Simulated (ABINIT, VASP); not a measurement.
An input for ABINIT (PBE, PAW (JTH v2.0 PBE PAW)):

```
# TiO2, JTH v2.0 PBE PAW
pp_dirpath "./"
pseudos "Ti.GGA_PBE-JTH.xml, O.GGA_PBE-JTH.xml"
acell 8.5003660538 8.5003660538 5.4817175423
rprim
         1.0000000000    0.0000000000    0.0000000000
         0.0000000000    1.0000000000    0.0000000000
         0.0000000000    0.0000000000    1.0000000000
natom 6
ntypat 2
znucl 22 8
typat 1 1 2 2 2 2
xred
         0.0038580000    0.0081410000    0.0094590000
         0.5055670000    0.4939550000    0.4968880000
         0.2935850000    0.3077010000    0.9894680000
         0.8058390000    0.1909310000    0.4950130000
         0.1948290000    0.8040870000    0.5136270000
         0.6963220000    0.6951850000    0.9955450000
ecut 30 Ha
pawecutdg 60 Ha
pawovlp -1
pawxcdev 0
ixc 11
occopt 3
tsmear 0.00183747
nband 31
kptopt 1
ngkpt 3 3 5
nshiftk 1
shiftk 0 0 0
nstep 50
tolvrs 1.0e-10
prtwf 0
prtden 0
enunit 2
```

Problem. Write the VASP files for the same calculation.

Solution. One set of files that does it:

POSCAR:
```
TiO2
1
    4.4982000000     0.0000000000     0.0000000000
    0.0000000000     4.4982000000     0.0000000000
    0.0000000000     0.0000000000     2.9008000000
Ti O
2 4
Direct
  0.0038580000   0.0081410000   0.0094590000
  0.5055670000   0.4939550000   0.4968880000
  0.2935850000   0.3077010000  -0.0105320000
  0.8058390000   0.1909310000   0.4950130000
  0.1948290000   0.8040870000   0.5136270000
  0.6963220000   0.6951850000  -0.0044550000
```

KPOINTS:
```
Automatic mesh
0
Gamma
3 3 5
0 0 0
```

**INCAR**
```
SYSTEM=TiO2
PREC=Accurate; ENCUT=400; LREAL=.False.
LASPH=.True.
EDIFF=1E-6; NELM=100; ALGO=Normal
LMAXMIX=4
ISMEAR=-1; SIGMA=0.05
GGA=PE
ISIF=2
LWAVE=.False.; LCHARG=.False.
```

POTCAR, in this order: Ti_sv O (PBE.64 set). Program: vasp_std.

The two runs describe the same crystal, functional and task. Each code takes its own potentials, basis and convergence tests.

The structure is a typed TiO2 crystal. The cell was not relaxed at this level, atoms are displaced from their ideal sites, and it may have been scaled.
